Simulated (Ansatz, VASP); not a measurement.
# SnTe in two plane-wave programs, part 2 of 2

Wanted: the spread between two codes on one cell, functional and k mesh. The structure shown is the end of the Ansatz relaxation below.

VASP 6.6.1 and Ansatz 0.2.0.

So far. Step 6 (VASP: single point, LDA, pair 2): The run ends at a pressure of 0.55 GPa.

## Step 7: Side by side

What differs besides the data sets and the points named for the pairs above, as far as they apply: the data sets hold 30 valence electrons in Ansatz (on its PAW soft_1 files) and 20 in VASP. Total energies have different zeros and are not compared.

The two programs side by side:

| quantity | Ansatz | VASP | difference |
| --- | --- | --- | --- |
| pressure (GPa) | 0.50 | 0.55 | -0.05 |
| gap on the k mesh (eV) | 0.072 | 0.084 | -0.012 |

A gap on the mesh is an upper bound, since the band edges may lie between its points.

## Step 8: Ansatz: relaxation, LDA

This run makes the geometry at which the two programs are then compared. The cell compared in this pair holds 61.20 Å³, against 60.02 Å³ for the pair before.

The structure compared here is the end of the Ansatz relaxation.

The input, input.yaml:

```yaml
crystal:
  lattice:
    - [-0.0207856349, 3.1282380455, 3.1282380455]
    - [3.1282380455, -0.0207856349, 3.1282380455]
    - [3.1282380455, 3.1282380455, -0.0207856349]
  atoms:
    - { symbol: Sn, position: [0.0, 0.0, 0.0] }
    - { symbol: Te, position: [0.5, 0.5, 0.5] }
  conventional_axes: [[-1, 1, 0], [0, -1, 1], [1, 1, 1]]
kpoints:
  mp_grid: { grid: [12, 12, 12] }
hamiltonian:
  xc: lda
  pseudopotentials: { kind: paw, azcp: { folder: soft_1 }, xc_functional: pbe }
scf:
  occupations: { method: gaussian, width: 0.01 }
output:
  forces: true
  stress: true
  eigenvalues: true
relax:
  adjacent_minimum: "off"
  f_tol: 0.001
  max_steps: 60
  cell: { stress_tol: 0.01, fix: [a, b, gamma] }
```

Run with:

```sh
$ ansatz run input.yaml --threads 4 --pin off --max-ram 10240MiB --backend cpu --events-out ev --progress --plain --runs-dir out
```

Numbers of over 12 decimals in the logs are rounded to 6 here.

The log of the run:

```text
[...]
Crystal: 2 atoms, lattice volume = 61.835 Å³
Basis set: ecut = 420 eV, 1243 PW (Γ)
Bands: 19, of which v1, the nominal top of the filled ones, is band 15 counted from 1 (14 counted from 0)
Symmetry: 12 space group operations
[...]
k-points: 189 of 1728
[...]
k-point 188: bands = [... 11 lower, 1.2544, 7.8150, 7.8150, 9.5240, 9.6822, 9.9239, 9.9239, 17.5637]
--- Relaxed structure (3 steps of the walk, 3 accepted, 1 SCFs on fresh bases) ---
[...]
cell:  # Å, volume = 61.2039 Å³
    - [-0.042009, 3.107015, 3.107015]
    - [3.107015, -0.042009, 3.107015]
    - [3.107015, 3.107015, -0.042009]
  atoms:
    - { symbol: Sn, position: [0, 0, 0] }
    - { symbol: Te, position: [0.5, 0.5, 0.5] }
[key lines of the parts left out:]
SCF converged after 9 iterations
Free energy (F): -12707.407699 eV
Fermi energy:    9.670175 eV
P = ⅓ Tr σ = -0.4815 GPa (-4.815 kbar)
```

## Step 9: VASP: single point, LDA, pair 3

The same cell, functional (in two slightly different forms), mesh and smearing now go to VASP, with its own data sets.

The input, INCAR:

```
SYSTEM = SnTe
PREC = Accurate
ENCUT = 500
EDIFF = 1E-06
NELM = 120
ISMEAR = 0
SIGMA = 0.01
LREAL = .FALSE.
ALGO = Normal
GGA = CA
NBANDS = 16
LORBIT = 11
LWAVE = .FALSE.
LCHARG = .FALSE.
ISIF = 2
LASPH = .TRUE.
GGA_COMPAT = .FALSE.
KPAR = 2
```

The input, POSCAR:

```
SnTe
1.0
   -0.0420088412      3.1070148392      3.1070148392
    3.1070148392     -0.0420088412      3.1070148392
    3.1070148392      3.1070148392     -0.0420088412
Sn Te
1 1
Direct
    0.0000000000      0.0000000000      0.0000000000
    0.5000000000      0.5000000000      0.5000000000
```

The input, KPOINTS:

```
Automatic mesh
0
Gamma
12 12 12
0 0 0
```

The projector-augmented-wave data sets are Sn_d and Te (LDA family, release 64).

Run with:

```sh
$ mpirun -np 2 vasp_std
```

The log of the run:

```text
[... set-up lines as in an earlier step ...]
 entering main loop
       N       E                     dE             d eps       ncg     rms          rms(c)
DAV:   1     0.121376482324E+03    0.12138E+03   -0.94794E+03  6088   0.141E+03
DAV:   2     0.135043318427E+01   -0.12003E+03   -0.11755E+03  6808   0.345E+02
DAV:   3    -0.860752831664E+01   -0.99580E+01   -0.99178E+01  7472   0.874E+01
DAV:   4    -0.887784764813E+01   -0.27032E+00   -0.27026E+00  7448   0.159E+01
[...]
DAV:  10    -0.883020578363E+01    0.15780E-04   -0.52629E-05  8032   0.629E-02    0.256E-02
DAV:  11    -0.883020531089E+01    0.47274E-06   -0.23439E-05  8008   0.376E-02    0.175E-02
DAV:  12    -0.883020500260E+01    0.30829E-06   -0.21996E-06  6584   0.109E-02
   1 F= -.88302050E+01 E0= -.88302049E+01  d E =-.207188E-06
```

OUTCAR, selected parts (step 9):

```text
  Total       -0.1692268     -0.1692268     -0.1692268      0.0915884      0.0915884      0.0915884
  in kB       -4.4299657     -4.4299657     -4.4299657      2.3975724      2.3975724      2.3975724
  external PRESSURE =      -4.4299657 kB  Pullay stress =       0.0000000 kB

 POSITION                                       TOTAL-FORCE (eV/Angst)
 -----------------------------------------------------------------------------------
      0.00000      0.00000      0.00000        -0.000000      0.000000     -0.000000
      3.08601      3.08601      3.08601         0.000000      0.000000      0.000000
 -----------------------------------------------------------------------------------
    total drift:                                0.000000     -0.000000     -0.000000

  FREE ENERGIE OF THE ION-ELECTRON SYSTEM (eV)
  ---------------------------------------------------
  free  energy   TOTEN  =        -8.8302050026 eV

  energy  without entropy=       -8.8302047954  energy(sigma->0) =       -8.83020490

[... 1 part as in an earlier step ...]

[... 2 further parts left out ...]
[key lines of the parts left out:]
E-fermi :   6.9953
```

The run ends at a pressure of -0.44 GPa.

## Step 10: Comparison

What differs besides the data sets and the points named for the pairs above, as far as they apply: the data sets hold 30 valence electrons in Ansatz (on its PAW soft_1 files) and 20 in VASP. Total energies have different zeros and are not compared.

Both answers:

| quantity | Ansatz | VASP | difference |
| --- | --- | --- | --- |
| pressure (GPa) | -0.48 | -0.44 | -0.04 |
| gap on the k mesh (eV) | 0.027 | 0.040 | -0.012 |

A gap on the mesh is an upper bound, since the band edges may lie between its points.

## Step 11: What came out

| Quantity | Value |
| --- | --- |
| difference in gap on the k mesh (single point, LDA, pair 1) | -0.013 eV |
| difference in gap on the k mesh (single point, LDA, pair 2) | -0.012 eV |
| difference in gap on the k mesh (single point, LDA, pair 3) | -0.012 eV |

The difference in gap on the k mesh is -0.013 eV (single point, LDA, pair 1), within the 0.08 eV picked in this series as the mark of a large difference. The data sets hold unlike numbers of valence electrons (30 in Ansatz and 20 in VASP), so part of the differences comes from the potentials. 5 further runs of this series are not shown here. Such differences can come from data sets, numerical settings and the points named under the comparisons, not from the functional's error against experiment.

[Lines on the potential files, build, host, timing and source positions are cut from VASP's logs without a mark.]

[Logs are printed without paths, hosts, clocks, repeated set-up lines and the standing remarks that a program may print on its own settings, such as how far it seeks lower states.]

[Hosts, paths, dates, database ids (printed as entryN), source tags and the programs' standing remarks are cut or masked in the printed files.]
